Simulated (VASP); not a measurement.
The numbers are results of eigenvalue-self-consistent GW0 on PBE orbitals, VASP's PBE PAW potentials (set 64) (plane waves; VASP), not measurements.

Input for VASP

### INCAR
```
SYSTEM = ZnSe
PREC = Normal; ENCUT = 500; LREAL = .FALSE.
LASPH = .TRUE.; NBANDS = 160
ALGO = EVGW0
ISMEAR = 0; SIGMA = 0.01
GGA = PE
LWAVE = .FALSE.; LCHARG = .FALSE.
NELMGW = 4; NOMEGA = 64; ENCUTGW = 200
NBANDSGW = 21; LSPECTRALGW = .TRUE.
```

File POSCAR:
```
ZnSe
1
    0.0000000000     2.8350000000     2.8350000000
    2.8350000000     0.0000000000     2.8350000000
    2.8350000000     2.8350000000     0.0000000000
Zn Se
1 1
Direct
  0.0000000000   0.0000000000   0.0000000000
  0.2500000000   0.2500000000   0.2500000000
```

**KPOINTS**
```
Automatic mesh
0
Gamma
  4 4 4
0 0 0
```

POTCAR, in this order: Zn_sv_GW Se_GW (PBE.64 set). Program: vasp_std. Read from the step before: WAVECAR, WAVEDER.

What VASP printed:

### OSZICAR
```
energies w=
    0.000    0.000    1.341    0.000    2.680    0.000    4.012    0.000
    5.337    0.000    6.651    0.000    7.952    0.000    9.239    0.000
   10.511    0.000   11.767    0.000   13.006    0.000   14.228    0.000
   15.434    0.000   16.625    0.000   17.800    0.000   18.962    0.000
   20.111    0.000   21.249    0.000   22.378    0.000   23.500    0.000
   24.616    0.000   25.728    0.000   26.840    0.000   27.953    0.000
   29.069    0.000   30.192    0.000   31.324    0.000   32.467    0.000
   33.625    0.000   34.802    0.000   36.001    0.000   37.225    0.000
   38.479    0.000   39.768    0.000   41.096    0.000   42.470    0.000
   43.895    0.000   45.378    0.000   46.928    0.000   48.553    0.000
   50.263    0.000   52.071    0.000   53.989    0.000   56.034    0.000
   58.224    0.000   60.580    0.000   63.129    0.000   65.901    0.000
   68.932    0.000   72.269    0.000   75.968    0.000   80.096    0.000
   84.741    0.000   90.014    0.000   96.057    0.000  103.062    0.000
  111.282    0.000  121.067    0.000  132.913    0.000  147.546    0.000
  166.073    0.000  190.266    0.000  223.155    0.000  270.385    0.000
NQ=   1    0.0000    0.0000    0.0000,
 performed        298000 updates of chi_q(r,r)
NQ=   2    0.2500    0.0000    0.0000,
 performed        784000 updates of chi_q(r,r)
NQ=   3    0.5000    0.0000    0.0000,
 performed       1216000 updates of chi_q(r,r)
NQ=   4    0.2500    0.2500    0.0000,
 performed       1702000 updates of chi_q(r,r)
NQ=   5    0.5000    0.2500    0.0000,
 performed       2336000 updates of chi_q(r,r)
NQ=   6   -0.2500    0.2500    0.0000,
 performed       2916000 updates of chi_q(r,r)
NQ=   7    0.5000    0.5000    0.0000,
 performed       3308000 updates of chi_q(r,r)
NQ=   8   -0.2500    0.5000    0.2500,
 performed       3781000 updates of chi_q(r,r)
 resolving degeneracies of screened two electron integrals
NQ=   1    0.0000    0.0000    0.0000,
 performed        298000 updates of chi_q(r,r)
NQ=   2    0.2500    0.0000    0.0000,
 performed        784000 updates of chi_q(r,r)
NQ=   3    0.5000    0.0000    0.0000,
 performed       1216000 updates of chi_q(r,r)
NQ=   4    0.2500    0.2500    0.0000,
 performed       1702000 updates of chi_q(r,r)
NQ=   5    0.5000    0.2500    0.0000,
 performed       2336000 updates of chi_q(r,r)
NQ=   6   -0.2500    0.2500    0.0000,
 performed       2916000 updates of chi_q(r,r)
NQ=   7    0.5000    0.5000    0.0000,
 performed       3308000 updates of chi_q(r,r)
NQ=   8   -0.2500    0.5000    0.2500,
 performed       3781000 updates of chi_q(r,r)
 resolving degeneracies of screened two electron integrals
NQ=   1    0.0000    0.0000    0.0000,
 performed        298000 updates of chi_q(r,r)
NQ=   2    0.2500    0.0000    0.0000,
 performed        784000 updates of chi_q(r,r)
NQ=   3    0.5000    0.0000    0.0000,
 performed       1216000 updates of chi_q(r,r)
NQ=   4    0.2500    0.2500    0.0000,
 performed       1702000 updates of chi_q(r,r)
NQ=   5    0.5000    0.2500    0.0000,
 performed       2336000 updates of chi_q(r,r)
NQ=   6   -0.2500    0.2500    0.0000,
 performed       2916000 updates of chi_q(r,r)
NQ=   7    0.5000    0.5000    0.0000,
 performed       3308000 updates of chi_q(r,r)
NQ=   8   -0.2500    0.5000    0.2500,
 performed       3781000 updates of chi_q(r,r)
 resolving degeneracies of screened two electron integrals
NQ=   1    0.0000    0.0000    0.0000,
 performed        298000 updates of chi_q(r,r)
NQ=   2    0.2500    0.0000    0.0000,
 performed        784000 updates of chi_q(r,r)
NQ=   3    0.5000    0.0000    0.0000,
 performed       1216000 updates of chi_q(r,r)
NQ=   4    0.2500    0.2500    0.0000,
 performed       1702000 updates of chi_q(r,r)
NQ=   5    0.5000    0.2500    0.0000,
 performed       2336000 updates of chi_q(r,r)
NQ=   6   -0.2500    0.2500    0.0000,
 performed       2916000 updates of chi_q(r,r)
NQ=   7    0.5000    0.5000    0.0000,
 performed       3308000 updates of chi_q(r,r)
NQ=   8   -0.2500    0.5000    0.2500,
 performed       3781000 updates of chi_q(r,r)
 resolving degeneracies of screened two electron integrals
```

**OUTCAR**
```


 k-point   1 :       0.0000    0.0000    0.0000
  band No. old QP-enery  QP-energies   sigma(KS)   T+V_ion+V_H  V^pw_x(r,r')   Z            occupation Imag(sigma)

      1    -137.4020    -137.7244     -53.9248     -83.9488     -68.8772       0.6837       2.0000       2.7176
      2     -86.3531     -86.5382     -47.4188     -39.2063     -61.3263       0.6807       2.0000       2.9404
      3     -86.3531     -86.5382     -47.4188     -39.2063     -61.3263       0.6807       2.0000       2.9404
      4     -86.3531     -86.5382     -47.4188     -39.2063     -61.3263       0.6807       2.0000       2.9404
      5     -12.2601     -12.2767     -14.0725       1.7899     -19.9785       0.7375       2.0000       1.9869
      6      -6.4584      -6.4960     -31.9747      25.4633     -40.6063       0.7099       2.0000       1.0169
      7      -6.4584      -6.4960     -31.9747      25.4633     -40.6063       0.7099       2.0000       1.0169
      8      -6.4584      -6.4960     -31.9747      25.4633     -40.6063       0.7099       2.0000       1.0169
      9      -6.1614      -6.2013     -33.8264      27.6089     -42.7679       0.7109       2.0000       0.9594
     10      -6.1614      -6.2013     -33.8264      27.6089     -42.7679       0.7109       2.0000       0.9594
     11       1.4604       1.4529     -16.0739      17.5249     -18.0266       0.7931       2.0000       0.3811
     12       1.4604       1.4529     -16.0739      17.5249     -18.0266       0.7931       2.0000       0.3811
     13       1.4604       1.4529     -16.0739      17.5249     -18.0266       0.7931       2.0000       0.3811
     14       4.3924       4.3907     -10.5344      14.9247      -6.7834       0.8144       0.0000      -0.3712
     15       8.9156       8.9150      -9.8757      18.7905      -5.6988       0.8079       0.0000      -0.4987
     16       8.9156       8.9150      -9.8757      18.7905      -5.6988       0.8079       0.0000      -0.4987
     17       8.9156       8.9150      -9.8757      18.7905      -5.6988       0.8079       0.0000      -0.4987
     18      13.0365      13.0369      -8.4516      21.4886      -3.4160       0.8148       0.0000      -0.7898
     19      14.6619      14.6616     -10.3379      24.9994      -5.6803       0.8068       0.0000      -0.7461
     20      14.6619      14.6616     -10.3379      24.9994      -5.6803       0.8068       0.0000      -0.7461
     21      15.9555      15.9558      -7.5808      23.5367      -2.5974       0.8214       0.0000      -0.9665

 k-point   2 :       0.2500    0.0000    0.0000
  band No. old QP-enery  QP-energies   sigma(KS)   T+V_ion+V_H  V^pw_x(r,r')   Z            occupation Imag(sigma)

      1    -137.4001    -137.7258     -53.9258     -83.9487     -68.8773       0.6866       2.0000       2.7174
      2     -86.3458     -86.5410     -47.4215     -39.2067     -61.3258       0.6914       2.0000       2.9385
      3     -86.3458     -86.5410     -47.4215     -39.2067     -61.3258       0.6914       2.0000       2.9385
      4     -86.3458     -86.5410     -47.4215     -39.2067     -61.3258       0.6914       2.0000       2.9385
      5     -11.8658     -11.8823     -14.3233       2.4351     -20.1310       0.7389       2.0000       1.9049
      6      -6.4133      -6.4509     -32.1819      25.7157     -40.8464       0.7106       2.0000       1.0125
      7      -6.4133      -6.4509     -32.1819      25.7157     -40.8464       0.7106       2.0000       1.0125
      8      -6.3521      -6.3877     -30.8764      24.4748     -39.1825       0.7193       2.0000       1.0119
      9      -6.1594      -6.1987     -33.8172      27.6026     -42.7647       0.7131       2.0000       0.9625
     10      -6.1594      -6.1987     -33.8172      27.6026     -42.7647       0.7131       2.0000       0.9625
     11      -1.8091      -1.8190     -15.8193      13.9976     -18.5372       0.7841       2.0000       0.5612
     12       0.9434       0.9358     -15.5382      16.4720     -17.5137       0.7910       2.0000       0.4011
     13       0.9434       0.9358     -15.5382      16.4720     -17.5137       0.7910       2.0000       0.4011
     14       5.8617       5.8603     -10.5498      16.4097      -6.6807       0.8107       0.0000      -0.4056
     15       9.5703       9.5698     -10.0190      19.5886      -5.7462       0.8060       0.0000      -0.5357
     16       9.5703       9.5698     -10.0190      19.5886      -5.7462       0.8060       0.0000      -0.5357
     17       9.6556       9.6551     -10.1251      19.7800      -5.8155       0.8058       0.0000      -0.5603
     18      13.5146      13.5144      -9.5067      23.0211      -4.9774       0.8114       0.0000      -0.7014
     19      13.5146      13.5144      -9.5067      23.0211      -4.9774       0.8114       0.0000      -0.7014
     20      13.6062      13.6066      -7.4571      21.0638      -2.6711       0.8177       0.0000      -0.7746
     21      17.1902      17.1905      -8.9305      26.1211      -3.6001       0.8157       0.0000      -1.0588

 k-point   3 :       0.5000    0.0000    0.0000
  band No. old QP-enery  QP-energies   sigma(KS)   T+V_ion+V_H  V^pw_x(r,r')   Z            occupation Imag(sigma)

      1    -137.4124    -137.7215     -53.9209     -83.9486     -68.8773       0.6762       2.0000       2.7200
      2     -86.3431     -86.5414     -47.4224     -39.2068     -61.3253       0.6933       2.0000       2.9377
      3     -86.3431     -86.5414     -47.4224     -39.2068     -61.3253       0.6933       2.0000       2.9377
      4     -86.3431     -86.5414     -47.4224     -39.2068     -61.3253       0.6933       2.0000       2.9377
      5     -11.3976     -11.4143     -14.7403       3.3201     -20.4518       0.7382       2.0000       1.8007
      6      -6.3826      -6.4205     -32.3326      25.8967     -41.0172       0.7108       2.0000       1.0067
      7      -6.3826      -6.4205     -32.3326      25.8967     -41.0172       0.7108       2.0000       1.0067
      8      -6.1386      -6.1775     -33.9162      27.7231     -42.8943       0.7137       2.0000       0.9674
      9      -6.1386      -6.1775     -33.9162      27.7231     -42.8943       0.7137       2.0000       0.9674
     10      -5.9484      -5.9846     -33.5420      27.5431     -42.4424       0.7161       2.0000       0.9954
     11      -4.1383      -4.1481     -12.4887       8.3380     -15.2432       0.7827       2.0000       0.8005
     12       0.5133       0.5056     -15.1119      15.6156     -17.1285       0.7911       2.0000       0.4235
     13       0.5133       0.5056     -15.1119      15.6156     -17.1285       0.7911       2.0000       0.4235
     14       5.6413       5.6399     -10.5131      16.1526      -6.7096       0.8132       0.0000      -0.3972
     15       9.4620       9.4614      -9.8377      19.2990      -5.6973       0.8089       0.0000      -0.5214
     16       9.4620       9.4614      -9.8377      19.2990      -5.6973       0.8089       0.0000      -0.5214
     17      11.5144      11.5144      -8.6495      20.1639      -4.0055       0.8077       0.0000      -0.7136
     18      14.0836      14.0840      -8.5840      22.6681      -3.4979       0.8116       0.0000      -0.8585
     19      16.3758      16.3760      -9.6717      26.0477      -4.4340       0.8109       0.0000      -0.9647
     20      16.3758      16.3760      -9.6717      26.0477      -4.4340       0.8109       0.0000      -0.9647
     21      17.6935      17.6937     -10.0276      27.7213      -4.5233       0.8179       0.0000      -1.1486

 k-point   4 :       0.2500    0.2500    0.0000
  band No. old QP-enery  QP-energies   sigma(KS)   T+V_ion+V_H  V^pw_x(r,r')   Z            occupation Imag(sigma)

      1    -137.3971    -137.7266     -53.9271     -83.9487     -68.8774       0.6882       2.0000       2.7169
      2     -86.3428     -86.5418     -47.4226     -39.2068     -61.3256       0.6945       2.0000       2.9378
      3     -86.3428     -86.5418     -47.4226     -39.2068     -61.3256       0.6945       2.0000       2.9378
      4     -86.3428     -86.5418     -47.4226     -39.2068     -61.3256       0.6945       2.0000       2.9378
      5     -11.7335     -11.7499     -14.4124       2.6567     -20.1884       0.7396       2.0000       1.8777
      6      -6.4120      -6.4482     -30.3361      23.8736     -38.5124       0.7169       2.0000       1.0121
      7      -6.3568      -6.3940     -32.4214      26.0123     -41.1295       0.7124       2.0000       1.0103
      8      -6.3568      -6.3940     -32.4214      26.0123     -41.1295       0.7124       2.0000       1.0103
      9      -6.1753      -6.2147     -33.5795      27.3488     -42.4834       0.7110       2.0000       0.9678
     10      -6.1382      -6.1775     -33.9268      27.7335     -42.8935       0.7142       2.0000       0.9606
     11      -1.6011      -1.6114     -16.6383      15.0241     -19.3872       0.7840       2.0000       0.5409
     12       0.1027       0.0948     -14.8123      14.9051     -16.8845       0.7894       2.0000       0.4417
     13       0.1027       0.0948     -14.8123      14.9051     -16.8845       0.7894       2.0000       0.4417
     14       7.0568       7.0555     -10.8839      17.9391      -6.9426       0.8074       0.0000      -0.4404
     15       6.9654       6.9644      -9.4930      16.4572      -5.6689       0.8142       0.0000      -0.4352
     16      11.2547      11.2543     -10.4561      21.7103      -5.8267       0.8021       0.0000      -0.6514
     17      11.2547      11.2543     -10.4561      21.7103      -5.8267       0.8021       0.0000      -0.6514
     18      11.2319      11.2316      -9.1546      20.3861      -4.9225       0.8135       0.0000      -0.5923
     19      15.5382      15.5380     -10.0053      25.5433      -5.1372       0.8084       0.0000      -0.8156
     20      17.0719      17.0723      -9.1704      26.2427      -3.7460       0.8162       0.0000      -1.0729
     21      18.2699      18.2701      -7.8622      26.1323      -2.7464       0.8231       0.0000      -1.0848

 k-point   5 :       0.5000    0.2500    0.0000
  band No. old QP-enery  QP-energies   sigma(KS)   T+V_ion+V_H  V^pw_x(r,r')   Z            occupation Imag(sigma)

      1    -137.4103    -137.7242     -53.9218     -83.9486     -68.8772       0.6823       2.0000       2.7195
      2     -86.3519     -86.5399     -47.4189     -39.2066     -61.3252       0.6873       2.0000       2.9393
      3     -86.3519     -86.5399     -47.4189     -39.2066     -61.3252       0.6873       2.0000       2.9393
      4     -86.3519     -86.5399     -47.4189     -39.2066     -61.3252       0.6873       2.0000       2.9393
      5     -11.2627     -11.2792     -14.8531       3.5681     -20.5389       0.7410       2.0000       1.7745
...
```
(Selected blocks of OUTCAR.)

The mesh is coarse and the basis finite, so the quasiparticle values are not converged. VASP warned that its frequency grid is unfit for quasiparticle energies.

The compound is ZnSe in the zinc blende structure. The cell was not relaxed at this level. The k-mesh is coarse (spacing up to 0.48 per Å, 2π included), so the numbers may not be converged in it.
